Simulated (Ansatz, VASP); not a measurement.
# LiBeF3 in two plane-wave programs

Aim: how closely do two programs agree when they are given the same cell, functional and k mesh? The cell is generated by rule, not measured, and may not be a known phase. The cell is taken from a series of runs on this material, whose earlier steps may have relaxed, scaled, displaced or heated it; both programs get it as it stands.

Calculated with Ansatz 0.2.0; plane waves, with VASP 6.6.1 beside it; relaxation of cell and atoms at PBE.

The structure was built from a prototype and need not be the compound's stable phase.

### Step 1. The starting structure

Symmetry: Pm-3m, No. 221, cubic system. Conventional cell: a = 3.497 Å, b = 3.497 Å, c = 3.497 Å, α = 90.00°, β = 90.00°, γ = 90.00°. Nearest to Li lie 12 F at 2.47 Å. Nearest to Be lie 6 F at 1.75 Å. Nearest to F lie 2 Be at 1.75 Å. Farther neighbours and most contacts between anions are not listed.

As a file:

```cif
data_structure
_symmetry_space_group_name_H-M 'P 1'
_symmetry_Int_Tables_number 1
_cell_length_a 3.4973
_cell_length_b 3.4973
_cell_length_c 3.4973
_cell_angle_alpha 90.000
_cell_angle_beta 90.000
_cell_angle_gamma 90.000
_cell_volume 42.78
loop_
_atom_site_label
_atom_site_type_symbol
_atom_site_fract_x
_atom_site_fract_y
_atom_site_fract_z
_atom_site_occupancy
Li1 Li 0.00000 0.00000 0.00000 1
Be2 Be 0.50000 0.50000 0.50000 1
F3 F 0.50000 0.50000 0.00000 1
F4 F 0.50000 0.00000 0.50000 1
F5 F 0.00000 0.50000 0.50000 1
```

### Step 2. VASP: relaxation of cell and atoms, PBE

The relaxed volume is the usual yardstick between codes: in a stiff, nearly cubic crystal its relative difference is about their pressure difference at one cell divided by the bulk modulus.

Lines of VASP's logs that name or quote its potential files are left out, and so is its time.

The input, INCAR:

```
SYSTEM = LiBeF3
PREC = Accurate
ENCUT = 750
EDIFF = 1E-07
NELM = 120
ISMEAR = 0
SIGMA = 0.01
LREAL = .FALSE.
ALGO = Normal
GGA = PE
NBANDS = 19
LORBIT = 11
LWAVE = .FALSE.
LCHARG = .FALSE.
ISIF = 3
IBRION = 2
NSW = 80
EDIFFG = -0.005
LASPH = .TRUE.
GGA_COMPAT = .FALSE.
NELMIN = 4
EFERMI = MIDGAP
KPAR = 2
```

The input, POSCAR:

```
LiBeF3
1.0
    3.4973420000      0.0000000000      0.0000000000
    0.0000000000      3.4973420000      0.0000000000
    0.0000000000      0.0000000000      3.4973420000
Li Be F
1 1 3
Direct
    0.0000000000      0.0000000000      0.0000000000
    0.5000000000      0.5000000000      0.5000000000
    0.5000000000      0.5000000000      0.0000000000
    0.5000000000      0.0000000000      0.5000000000
    0.0000000000      0.5000000000      0.5000000000
```

The input, KPOINTS:

```
Automatic mesh
0
Gamma
8 8 8
0 0 0
```

The projector-augmented-wave data sets are Li_sv, Be and F (PBE family, release 64).

The run is started by

```bash
mpirun -np 2 vasp_std
```

Numbers of over 12 decimals in the logs are rounded to 6 here.

The log of the run:

```text
[banner, memory and clock lines left out]
running    2 mpi-ranks, on    1 nodes
 distrk:  each k-point on    1 cores,    2 groups
 distr:  one band on    1 cores,    1 groups

 POSCAR found type information on POSCAR LiBeF
 POSCAR found :  3 types and       5 ions
 LDA part: xc-table for (Slater+PW92), standard interpolation
 POSCAR, INCAR and KPOINTS ok, starting setup
 FFT: planning ... GRIDC
 FFT: planning ... GRID_SOFT
 FFT: planning ... GRID
 WAVECAR not read
 entering main loop
       N       E                     dE             d eps       ncg     rms          rms(c)
DAV:   1     0.188716876308E+03    0.18872E+03   -0.17739E+04  1330   0.180E+03
DAV:   2    -0.163087951543E+02   -0.20503E+03   -0.19925E+03  1621   0.379E+02
DAV:   3    -0.262607203199E+02   -0.99519E+01   -0.98960E+01  1799   0.803E+01
DAV:   4    -0.266916575918E+02   -0.43094E+00   -0.43020E+00  2177   0.144E+01
DAV:   5    -0.266953597287E+02   -0.37021E-02   -0.37019E-02  1737   0.133E+00    0.746E+00
DAV:   6    -0.253620954219E+02    0.13333E+01   -0.48211E+00  1623   0.168E+01    0.226E+00
DAV:   7    -0.253631354993E+02   -0.10401E-02   -0.12898E-01  2004   0.246E+00    0.144E+00
DAV:   8    -0.253666236511E+02   -0.34882E-02   -0.37157E-02  1958   0.209E+00    0.253E-01
DAV:   9    -0.253660771272E+02    0.54652E-03   -0.69486E-03  1907   0.718E-01    0.880E-02
DAV:  10    -0.253661765048E+02   -0.99378E-04   -0.39857E-04  1539   0.183E-01    0.125E-02
DAV:  11    -0.253661769092E+02   -0.40442E-06   -0.77858E-06  2107   0.276E-02    0.334E-03
DAV:  12    -0.253661771427E+02   -0.23350E-06   -0.80446E-07  1830   0.834E-03    0.212E-03
DAV:  13    -0.253661770765E+02    0.66264E-07   -0.26507E-07  1908   0.434E-03
   1 F= -.25366177E+02 E0= -.25366177E+02  d E =-.253662E+02
 curvature:   0.00 expect dE= 0.000E+00 dE for cont linesearch  0.000E+00
 trial: gam= 0.00000 g(F)=  0.000E+00 g(S)=  0.193E-03 ort = 0.000E+00 (trialstep = 0.100E+01)
 search vector abs. value=  0.193E-03
 bond charge predicted
       N       E                     dE             d eps       ncg     rms          rms(c)
DAV:   1    -0.253676553519E+02   -0.14782E-02   -0.24104E-02  1513   0.141E+00    0.301E-01
DAV:   2    -0.253663172121E+02    0.13381E-02   -0.53115E-03  1603   0.587E-01    0.512E-02
DAV:   3    -0.253662951237E+02    0.22088E-04   -0.73870E-05  1554   0.755E-02    0.245E-02
DAV:   4    -0.253662850531E+02    0.10071E-04   -0.10542E-05  2464   0.312E-02    0.261E-03
DAV:   5    -0.253662852572E+02   -0.20411E-06   -0.44048E-07  1654   0.562E-03    0.670E-04
DAV:   6    -0.253662856131E+02   -0.35588E-06   -0.19877E-08  1083   0.156E-03    0.156E-04
DAV:   7    -0.253662856099E+02    0.32537E-08   -0.64977E-09   893   0.572E-04
   2 F= -.25366286E+02 E0= -.25366286E+02  d E =-.108533E-03
 trial-energy change:   -0.000109  1 .order   -0.000110   -0.000193   -0.000027
 step:   1.1746(harm=  1.1642)  dis= 0.00000  next Energy=   -25.366288 (dE=-0.111E-03)
 reached required accuracy - stopping structural energy minimisation
```

OUTCAR, selected parts (step 2):

```text
ion  position               nearest neighbor table
   1  0.000  0.000  0.000-
   2  0.500  0.500  0.500-   3 1.75   4 1.75   5 1.75   3 1.75   4 1.75   5 1.75
   3  0.500  0.500  0.000-   2 1.75   2 1.75
   4  0.500  0.000  0.500-   2 1.75   2 1.75
   5  0.000  0.500  0.500-   2 1.75   2 1.75

  LATTYP: Found a simple cubic cell.
 ALAT       =     3.4973420000

 Subroutine GETGRP returns: Found 48 space group operations
 (whereof 48 operations were pure point group operations)

The static configuration has the point symmetry O_h .

 Found     35 irreducible k-points:

   k-points           NKPTS =     35   k-points in BZ     NKDIM =     35   number of bands    NBANDS=     19

   dimension x,y,z NGX =    32 NGY =   32 NGZ =   32
   dimension x,y,z NGXF=    64 NGYF=   64 NGZF=   64

   ENCUT  =  750.0 eV  55.12 Ry    7.42 a.u.   7.81  7.81  7.81*2*pi/ulx,y,z

   NELECT =      26.0000    total number of electrons

 k-points in reciprocal lattice and weights: Automatic mesh
   0.00000000  0.00000000  0.00000000       0.002
   0.12500000  0.00000000  0.00000000       0.012
   0.25000000  0.00000000  0.00000000       0.012
   0.37500000  0.00000000  0.00000000       0.012
   0.50000000  0.00000000  0.00000000       0.006
   0.12500000  0.12500000  0.00000000       0.023
   0.25000000  0.12500000  0.00000000       0.047
   0.37500000  0.12500000  0.00000000       0.047
   0.50000000  0.12500000  0.00000000       0.023
[...]
0.50000000  0.50000000  0.37500000       0.012
   0.50000000  0.50000000  0.50000000       0.002

 average (electrostatic) potential at core
       1 -62.0854       2 -36.7496       3 -76.6443       4 -76.6443       5 -76.6443

 E-fermi :   3.9098

 k-point     1 :       0.0000    0.0000    0.0000
  band No.  band energies     occupation
    ...
      9      -0.8941      2.00000
     10      -0.8941      2.00000
     11      -0.6304      2.00000
     12      -0.6304      2.00000
     13      -0.6304      2.00000
     14       7.6759      0.00000
     15      12.6645      0.00000
     16      15.4307      0.00000
     17      15.4307      0.00000
     18      15.4307      0.00000
    ...

 k-point     2 :       0.1250    0.0000    0.0000
  band No.  band energies     occupation
    ...
      9      -0.9531      2.00000
     10      -0.9475      2.00000
     11      -0.8340      2.00000
     12      -0.6683      2.00000
     13      -0.6683      2.00000
     14       7.9325      0.00000
     15      12.8113      0.00000
     16      14.1872      0.00000
     17      15.2746      0.00000
     18      15.2746      0.00000
    ...

 k-point     3 :       0.2500    0.0000    0.0000
  band No.  band energies     occupation
    ...
      9      -1.1725      2.00000
     10      -1.1725      2.00000
     11      -1.0727      2.00000
     12      -0.6972      2.00000
     13      -0.6972      2.00000
     14       8.5964      0.00000
     15      12.8491      0.00000
     16      13.2893      0.00000
     17      14.9189      0.00000
     18      14.9189      0.00000
    ...

  Total       -0.0115067     -0.0115067     -0.0115067     -0.0000000     -0.0000000      0.0000000
  in kB       -0.4319881     -0.4319881     -0.4319881     -0.0000000     -0.0000000      0.0000000
  external PRESSURE =      -0.4319881 kB  Pullay stress =       0.0000000 kB

  energy-cutoff  :      750.00
  volume of cell :       42.68
      direct lattice vectors                 reciprocal lattice vectors
     3.494588793 -0.000000000  0.000000000     0.286156701 -0.000000000  0.000000000
     0.000000000  3.494588793 -0.000000000     0.000000000  0.286156701 -0.000000000
    -0.000000000  0.000000000  3.494588793     0.000000000  0.000000000  0.286156701

 POSITION                                       TOTAL-FORCE (eV/Angst)
 -----------------------------------------------------------------------------------
      0.00000      0.00000      0.00000         0.000000     -0.000000      0.000000
      1.74729      1.74729      1.74729         0.000000     -0.000000      0.000000
      1.74729      1.74729     -0.00000         0.000000     -0.000000      0.000000
      1.74729      0.00000      1.74729         0.000000      0.000000      0.000000
     -0.00000      1.74729      1.74729        -0.000000      0.000000      0.000000
 -----------------------------------------------------------------------------------
    total drift:                                0.000000     -0.000000     -0.000000

  FREE ENERGIE OF THE ION-ELECTRON SYSTEM (eV)
  ---------------------------------------------------
  free  energy   TOTEN  =       -25.3662856099 eV

  energy  without entropy=      -25.3662856099  energy(sigma->0) =      -25.36628561

 reached required accuracy - stopping structural energy minimisation

 total charge
# of ion       s       p       d       tot
------------------------------------------
    1        1.995   0.017   0.000   2.011
    2        0.307   0.556   0.000   0.862
    3        1.730   4.428   0.000   6.157
    4        1.730   4.428   0.000   6.157
    5        1.730   4.428   0.000   6.157
--------------------------------------------------
tot          7.490  13.856   0.000  21.345

[... 3 further parts left out ...]
```

CONTCAR:

```
LiBeF3
   1.00000000000000
     3.4945887933536195   -0.0000000000000000    0.0000000000000000
     0.0000000000000000    3.4945887933536195   -0.0000000000000000
    -0.0000000000000000    0.0000000000000000    3.4945887933536195
  Li              Be              F
     1     1     3
Direct
     0.0000000000000000    0.0000000000000000    0.0000000000000000
     0.5000000000000000    0.5000000000000000    0.5000000000000000
     0.5000000000000000    0.5000000000000000    0.0000000000000000
     0.5000000000000000    0.0000000000000000    0.5000000000000000
     0.0000000000000000    0.5000000000000000    0.5000000000000000
```

The run keeps the 48 symmetry operations of its start, so it cannot find a distortion of lower symmetry.

(Part 1 of 2 ends here.)

[Lines on the potential files, build, host, timing and source positions are cut from VASP's logs without a mark.]

[Logs are printed without paths, hosts, clocks, repeated set-up lines and the standing remarks that a program may print on its own settings, such as how far it seeks lower states.]

[Hosts, paths, dates, database ids (printed as entryN), source tags and the programs' standing remarks are cut or masked in the printed files.]
